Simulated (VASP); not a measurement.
An input for Quantum ESPRESSO's pw.x (written as the equivalent of a VASP run, and not itself run):

```
&CONTROL
  calculation = 'scf'
  pseudo_dir = './pseudo'
  outdir = './out'
  tprnfor = .true.
  tstress = .true.
/
&SYSTEM
  ibrav = 0
  nat = 5
  ntyp = 3
  ecutwfc = 84
  occupations = 'smearing'
  smearing = 'methfessel-paxton'
  degauss = 0.00735
  input_dft = 'pz'
/
&ELECTRONS
  conv_thr = 7.3e-09
  electron_maxstep = 100
/
ATOMIC_SPECIES
  Sr 87.620 Sr.upf
  V 50.941 V.upf
  O 15.999 O.upf
CELL_PARAMETERS angstrom
     3.7431043    0.0000000    0.0000000
     0.0000000    3.7431043    0.0000000
     0.0000000    0.0000000    3.7431043
ATOMIC_POSITIONS crystal
  Sr   0.0000000  0.0000000  0.0000000
  V    0.5000000  0.5000000  0.5000000
  O    0.5000000  0.0000000  0.5000000
  O    0.0000000  0.5000000  0.5000000
  O    0.5000000  0.5000000  0.0000000
K_POINTS automatic
  8 8 8 0 0 0
```

Write the VASP files for the same calculation (LDA).

One answer among several that fit: 
KPOINTS:
```
Automatic mesh
0
Gamma
8 8 8
0 0 0
```

**POSCAR**
```
SrVO3
1
    3.7431042927     0.0000000000     0.0000000000
    0.0000000000     3.7431042927     0.0000000000
    0.0000000000     0.0000000000     3.7431042927
Sr V O
1 1 3
Direct
  0.0000000000   0.0000000000   0.0000000000
  0.5000000000   0.5000000000   0.5000000000
  0.5000000000   0.0000000000   0.5000000000
  0.0000000000   0.5000000000   0.5000000000
  0.5000000000   0.5000000000   0.0000000000
```

### INCAR
```
SYSTEM = SrVO3
PREC = Accurate
ENCUT = 520
EDIFF = 1E-7
NELM = 100
ALGO = Normal
LREAL = .FALSE.
LASPH = .TRUE.
ISMEAR = 1
SIGMA = 0.1
LMAXMIX = 4
LWAVE = .FALSE.
LCHARG = .FALSE.
ISIF = 2
```

POTCAR, in this order: Sr_sv V_sv O (LDA.64 set). Program: vasp_std.

The two are equivalent in intent, not identical: the potentials are each code's own (VASP's PAW set, PseudoDojo norm-conserving files in pw.x), so ENCUT and ecutwfc are chosen apart and not converted; conv_thr bounds pw.x's estimated SCF error, while EDIFF bounds the energy change between steps.

The compound is SrVO3 in the cubic perovskite structure. This cell is one point of a volume scan, at 0.97 of the reference volume.
